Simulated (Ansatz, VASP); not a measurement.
# Cross-check of K2H4Pt between VASP and Ansatz, part 2 of 2

One calculation is typed for both programs; each brings its own data sets. How far apart do they land? The cell is taken from a series of runs on this material, whose earlier steps may have relaxed, scaled, displaced or heated it; both programs get it as it stands.

VASP 6.6.1 and Ansatz 0.2.0.

So far: Starting point; VASP: dielectric response, PBEsol.

### Step 3. Ansatz: dielectric response, PBEsol

Level of this step: Ansatz beside VASP: Kohn-Sham DFT, plane waves, PBEsol (Ansatz).

Ansatz runs on its default PAW (the set named soft_2) files.

The same cell, functional and mesh now go to Ansatz, which takes its cutoff from its data sets.

Input file input.yaml:

```yaml
crystal:
  lattice:
    - [-2.87456018, 2.87456018, 3.86118883]
    - [2.87456018, -2.87456018, 3.86118883]
    - [2.87456018, 2.87456018, -3.86118883]
  atoms:
    - { symbol: K, position: [0.25, 0.75, 0.5] }
    - { symbol: K, position: [0.75, 0.25, 0.5] }
    - { symbol: H, position: [0.20278805, 0.79721195, 0.0] }
    - { symbol: H, position: [0.20278805, 0.20278805, 0.4055761] }
    - { symbol: H, position: [0.79721195, 0.20278805, 0.0] }
    - { symbol: H, position: [0.79721195, 0.79721195, 0.5944239] }
    - { symbol: Pt, position: [0.0, 0.0, 0.0] }
kpoints:
  mp_grid: { grid: [6, 6, 6] }
hamiltonian:
  xc: pbesol
scf:
  occupations: { method: fixed }
dielectric: {}
```

Run with:

```bash
ansatz run input.yaml --threads 4 --pin off --max-ram 5529MiB --backend cpu --events-out ev --progress --plain --runs-dir out
```

Numbers of over 12 decimals in the logs are rounded to 6 here.

The log of the run:

```text
Engine: ansatz 0.2.0, x86_64-unknown-linux-gnu
Pseudopotentials: kind: paw
Pseudopotential: K, paw, valence charge 9, recommended cutoff 420 eV (normal), K.paw.azcp
Pseudopotential: H, paw, valence charge 1, recommended cutoff 420 eV (normal), H.paw.azcp
Pseudopotential: Pt, paw, valence charge 18, recommended cutoff 420 eV (normal), Pt.paw.azcp
Functional definition: PBEsol
  exchange = pbesol_x
  correlation = pbesol_c
Crystal: 7 atoms, lattice volume = 127.621 Å³
Basis set: ecut = 420 eV, 2557 PW (Γ), exchange–correlation on 80×80×80 points (8 copies of the dense FFT grid, shifted against one another)
Bands: 27, of which v1, the nominal top of the filled ones, is band 20 counted from 1 (19 counted from 0)
Symmetry: 16 space group operations
k-points: 68 of 216 (irreducible under 2 space group operations, time reversal used)
Non-local potential: K, projectors of the file, l = 0: 3, l = 1: 2, l = 2: 2
Non-local potential: H, projectors of the file, l = 0: 2, l = 1: 1
Non-local potential: Pt, projectors of the file, l = 0: 3, l = 1: 2, l = 2: 2, l = 3: 1
PAW form: soft (Blöchl's): semilocal exchange-correlation on the pseudo side does not see the compensation charge
PAW frozen core: K, regenerated for the run's functional, and the local potential with it (the file was generated under x = pbe(κ = 0.804, μ = 0.219515), c = pbe(β = 0.066725))
PAW frozen core: Pt, regenerated for the run's functional, and the local potential with it (the file was generated under x = pbe(κ = 0.804, μ = 0.219515), c = pbe(β = 0.066725))
PAW one-centre angular grid: K, 110 points (default); XC on 64 Gauss nodes
PAW one-centre angular grid: H, 110 points (default); XC on 64 Gauss nodes
PAW one-centre angular grid: Pt, 590 points (default); XC on 64 Gauss nodes
Initial density: superposition of atomic densities (neutral atoms: chi_scale 0, normalization atom), corrected by the library's trained network
Initial wavefunctions: pseudopotential atomic-orbital guess
Functional: x = pbesol(κ = 0.804, μ = 0.123457), c = pbesol(β = 0.046)
SCF iter   1: F=—  HF=-15481.267980 eV  |F-HF|=—  |Δ(HF+E_count)|=         —  Δρ=5.05e-3  dr2=2.23e-2  ethr=1.77e-3  ⟨swp⟩=5.0  Hψ=6892  notcnv=0  defer=333
preconditioner: auto → Resta (q_TF=auto, 2.249 Å⁻¹)  ε∞=3.0  [insulator: Δε(μ)=2.579 eV  Ē_g=12.361 eV  n_scr=26 (ndim 8)  ℏωp=17.4 eV  f_vac=0.167  ε∞_Penn≈3.0]
SCF iter   2: F=—  HF=-15481.262871 eV  |F-HF|=—  |Δ(HF+E_count)|=   5.11e-3  Δρ=2.27e-3  dr2=5.16e-3  ethr=5.57e-5  ⟨swp⟩=2.0  Hψ=3004  notcnv=0  defer=340
SCF iter   3: F=—  HF=-15481.261732 eV  |F-HF|=—  |Δ(HF+E_count)|=   1.14e-3  Δρ=5.91e-4  dr2=5.99e-4  ethr=1.29e-5  ⟨swp⟩=2.0  Hψ=2369  notcnv=0  defer=340
SCF iter   4: F=—  HF=-15481.261649 eV  |F-HF|=—  |Δ(HF+E_count)|=   8.27e-5  Δρ=1.72e-4  dr2=3.74e-5  ethr=1.50e-6  ⟨swp⟩=2.0  Hψ=2357  notcnv=0  defer=338
SCF iter   5: F=—  HF=-15481.261706 eV  |F-HF|=—  |Δ(HF+E_count)|=   5.68e-5  Δρ=4.74e-5  dr2=4.05e-6  ethr=9.36e-8  ⟨swp⟩=2.0  Hψ=2360  notcnv=0  defer=300
SCF iter   6: F=—  HF=-15481.261713 eV  |F-HF|=—  |Δ(HF+E_count)|=   7.82e-6  Δρ=1.00e-5  dr2=2.46e-7  ethr=1.01e-8  ⟨swp⟩=2.0  Hψ=2270  notcnv=0  defer=152
SCF iter   7: F=—  HF=-15481.261714 eV  |F-HF|=—  |Δ(HF+E_count)|=   7.55e-7  Δρ=3.12e-6  dr2=2.10e-8  ethr=6.16e-10  ⟨swp⟩=2.0  Hψ=2319  notcnv=0  defer=154
SCF iter   8: F=—  HF=-15481.261714 eV  |F-HF|=—  |Δ(HF+E_count)|=   5.20e-8  Δρ=7.74e-7  dr2=1.67e-9  ethr=5.24e-11  ⟨swp⟩=2.0  Hψ=2254  notcnv=0  defer=154
SCF iter   9: F=-15481.261714 eV  HF=-15481.261714 eV  |F-HF|=1.56e-10  |Δ(HF+E_count)|=   3.90e-9  Δρ=2.21e-7  dr2=8.49e-11  ethr=1.00e-12  ⟨swp⟩=7.8  Hψ=9390  notcnv=0
SCF 1 converged in 9 iterations: F = -15481.261714 eV  dr2 = 8.49e-11
  greatest PAW one-centre occupation: 1.000 electrons in one spin orbital (limit 2), on the Pt atom at site 6 (counted from 0), in its partial waves of l = 0
NSCF: frozen V_eff on 3 k-points
DFPT response loops at Γ: preconditioner auto → none (the input reference at scf.mixing.eps_inf says where Resta's filter doesn't serve); β = 0.50; Broyden in place of MSR1
── the response to a field inside a basis, on 6×6×6 k-points: an SCF that follows is theirs, and a resumed run solves both again ──
Bands: 21, of which v1, the nominal top of the filled ones, is band 20 counted from 1 (19 counted from 0)
k-points: 28 of 216
Initial density: handed on by an earlier stage of this run
Initial wavefunctions: pseudopotential atomic-orbital guess (no wavefunctions were taken with the density)
Eigensolver: Dense (28 Hₖ)
SCF iter   1: F=—  HF=-15481.253281 eV  |F-HF|=—  |Δ(HF+E_count)|=         —  Δρ=1.49e-4  dr2=5.25e-6  ethr=1.00e-1
preconditioner: auto → Resta (q_TF=auto, 2.249 Å⁻¹)  ε∞=4.2  [insulator: Δε(μ)=2.618 eV  Ē_g=9.690 eV  n_scr=26 (ndim 8)  ℏωp=17.4 eV  f_vac=0.159  ε∞_Penn≈4.2]
SCF iter   2: F=—  HF=-15481.253286 eV  |F-HF|=—  |Δ(HF+E_count)|=   5.21e-6  Δρ=7.59e-5  dr2=1.35e-6  ethr=1.31e-8
SCF iter   3: F=—  HF=-15481.253289 eV  |F-HF|=—  |Δ(HF+E_count)|=   2.41e-6  Δρ=1.22e-5  dr2=2.39e-7  ethr=3.37e-9
SCF iter   4: F=-15481.253289 eV  HF=-15481.253289 eV  |F-HF|=8.19e-9  |Δ(HF+E_count)|=   7.76e-9  Δρ=2.91e-6  dr2=6.36e-9  ethr=5.97e-10
SCF 1 converged in 4 iterations: F = -15481.253289 eV  dr2 = 6.36e-9
DFPT response loops at Γ: mixed as the last ones told, above
SCF converged after 9 iterations
Free energy (F): -15481.261714 eV
Harris-Foulkes:  -15481.261714 eV  (|F-HF|=1.56e-10)
Internal energy: -15481.261714 eV  (E = F + TS)
E sigma→0 (E₀):  -15481.261714 eV
Fermi energy:    2.472225 eV
--- Per-component energies (eV) ---
  E_band       = -674.047110
  E_kinetic    = 1200.516696
  E_local      = -4632.082978  (includes V_loc(G=0)·N_el)
  E_nonlocal   = 233.515356
  E_hartree    = 1776.473627
  E_xc         = -563.180880
  E_vxc        = -676.392442  (∫ρ·V_xc dr)
  E_paw        = -10841.602381  (= ΣΔE_a)
  E_vpaw       = -352.546326  (= ΣTr[D̂ρ^β])
  E_aug_tail   = -0.004696  (compensation charges beyond the density's cutoff)
  E_ewald      = -2655.399211
  E_core_change = 0.502752  (= ΣΔE_core)
  E_smearing   = -0.000000  (= −TS)
  E_closure    = 0.000000  (closes the sum)
  Σ components = -15481.261714   (vs F -15481.261714, Δ=0.00e0)
--- Band table (eV; the first three rows and the last of 68) ---
  k-point 0: bands = [... 16 lower, 1.7194, 2.1264, 2.1264, 2.1381, 7.1291, 7.6561, 7.9064, 9.2142, ... 3 higher]
  k-point 1: bands = [... 16 lower, 1.7563, 2.0945, 2.1322, 2.3023, 7.1404, 7.4787, 8.2791, 9.1401, ... 3 higher]
  k-point 2: bands = [... 16 lower, 1.8580, 2.0258, 2.1442, 2.4310, 6.5430, 7.1452, 9.1387, 9.2691, ... 3 higher]
  k-point 67: bands = [... 16 lower, 1.8429, 2.1545, 2.1545, 2.4344, 5.0602, 6.6161, 8.4756, 9.2657, ... 3 higher]
--- Dielectric response (ions clamped): 3 representative field directions + reference, inside a basis on a mesh of 216 k-points (Σ response iterations 12) ---
  ε∞ (high-frequency dielectric tensor):
        2.996013     0.000000    -0.000000
        0.000000     2.996013    -0.000000
       -0.000000    -0.000000     2.780165
  Born effective charges Z* (e; rows j = field, columns β = displacement):
    site 0:
         1.04390    0.00000    0.00000
        -0.00000    1.04390    0.00000
         0.00000    0.00000    1.11718
    site 1:
         1.04390    0.00000    0.00000
        -0.00000    1.04390    0.00000
        -0.00000   -0.00000    1.11718
    site 2:
        -0.42823    0.49314    0.00000
         0.49314   -0.42823    0.00000
        -0.00000   -0.00000   -0.09388
    site 3:
        -0.42823   -0.49314    0.00000
        -0.49314   -0.42823    0.00000
        -0.00000   -0.00000   -0.09388
    site 4:
        -0.42823    0.49314    0.00000
         0.49314   -0.42823    0.00000
        -0.00000   -0.00000   -0.09388
    site 5:
        -0.42823   -0.49314    0.00000
        -0.49314   -0.42823    0.00000
        -0.00000   -0.00000   -0.09388
    site 6:
        -0.37487    0.00000   -0.00000
        -0.00000   -0.37487   -0.00000
         0.00000    0.00000   -1.85885
  Z* charge neutrality: 4.243e-3 e pre-enforcement
  solved inside a basis spanned on kpoints, on 6×6×6 k-points, its susceptibility summed on 8×8×8: ε∞ is read to err by 7.0e-3, Z* by 2.2e-2 e (field_mesh: kpoints solves on kpoints); Z* is corrected for what the basis lacks
```

### Step 4. Comparison

Known differences besides the potentials themselves: fixed occupations in Ansatz, narrow Gaussian smearing in VASP; VASP's response is taken on the typed mesh, Ansatz refines its own for the field response alone; the data sets hold 40 valence electrons in Ansatz (on its default PAW (the set named soft_2) files) and 32 in VASP; the cutoff is 420 eV in Ansatz and 400 eV in VASP; Ansatz makes its cores anew for this functional, VASP keeps those of its PBE data sets. Total energies have different zeros and are not compared.

Compared:

```
quantity  Ansatz  VASP  difference
   ε∞ xx    3.00  2.99     +0.08 %
   ε∞ yy    3.00  2.99     +0.08 %
   ε∞ zz    2.78  2.78     -0.15 %
```

### Step 5. Results

```yaml
difference_in_eps_infinity_zz_dielectric_response_pbesol: -0.15 %
```

**Reading.** The difference in ε∞ zz is -0.15 % (dielectric response, PBEsol), within the 5 % picked in this series as the mark of a large difference. The data sets hold unlike numbers of valence electrons (40 in Ansatz and 32 in VASP), so part of the differences comes from the potentials. Such differences can come from data sets, numerical settings and the points named under the comparisons, not from the functional's error against experiment.

[Lines on the potential files, build, host, timing and source positions are cut from VASP's logs without a mark.]

[Logs are printed without paths, hosts, clocks, repeated set-up lines and the standing remarks that a program may print on its own settings, such as how far it seeks lower states.]

[Hosts, paths, dates, database ids (printed as entryN), source tags and the programs' standing remarks are cut or masked in the printed files.]
